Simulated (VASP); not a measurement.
VASP ran on this input.

File KPOINTS:
```
Automatic mesh
0
gamma
6 6 4
0 0 0
```

**INCAR**
```
SYSTEM  =  Te
PREC  =  Accurate; ENCUT  =  500; LREAL  =  F
LASPH  =  T
EDIFF  =  1E-6; NELM  =  100; ALGO  =  Normal
LMAXMIX  =  4
ISMEAR  =  0; SIGMA  =  0.05
GGA  =  PE
IBRION  =  2; NSW  =  40; ISIF  =  3
EDIFFG  =  -0.02; PSTRESS  =  50
LWAVE  =  F; LCHARG  =  F
```

File POSCAR:
```
Te
1
    2.2671593274    -3.9268348283     0.0000000000
    2.2671593274     3.9268348283     0.0000000000
    0.0000000000     0.0000000000     5.9565982765
Te
3
Direct
  0.0000000000   0.2663042007   0.6666670000
  0.7336957993   0.7336957993   0.0000000000
  0.2663042007   0.0000000000   0.3333330000
```

POTCAR, in this order: Te (PBE.64 set). Program: vasp_std.

**Question.** Write an equivalent input for Quantum ESPRESSO's pw.x.

**Answer.** One equivalent input (not run):
```
&CONTROL
  calculation = 'vc-relax'
  pseudo_dir = './pseudo'
  outdir = './out'
  tprnfor = .true.
  tstress = .true.
  nstep = 40
  forc_conv_thr = 0.00078
/
&SYSTEM
  ibrav = 0
  nat = 3
  ntyp = 1
  ecutwfc = 82.3
  occupations = 'smearing'
  smearing = 'gaussian'
  degauss = 0.003675
  input_dft = 'pbe'
/
&ELECTRONS
  conv_thr = 7.3e-08
  electron_maxstep = 100
/
&IONS
/
&CELL
  press = 50
/
ATOMIC_SPECIES
  Te 127.600 Te.upf
CELL_PARAMETERS angstrom
     2.2671593   -3.9268348    0.0000000
     2.2671593    3.9268348    0.0000000
     0.0000000    0.0000000    5.9565983
ATOMIC_POSITIONS crystal
  Te   0.0000000  0.2663042  0.6666670
  Te   0.7336958  0.7336958  0.0000000
  Te   0.2663042  0.0000000  0.3333330
K_POINTS automatic
  6 6 4 0 0 0
```
Limits of the translation: the potentials are each code's own (VASP's PAW set, PseudoDojo norm-conserving files in pw.x), so ENCUT and ecutwfc are chosen apart and not converted; conv_thr bounds pw.x's estimated SCF error, while EDIFF bounds the energy change between steps; forc_conv_thr acts on force components and is met together with etot_conv_thr.

The compound is Te in the trig structure. This run relaxes it under an external pressure of 5 GPa. Symmetry was kept, so distortions that lower it aren't found.
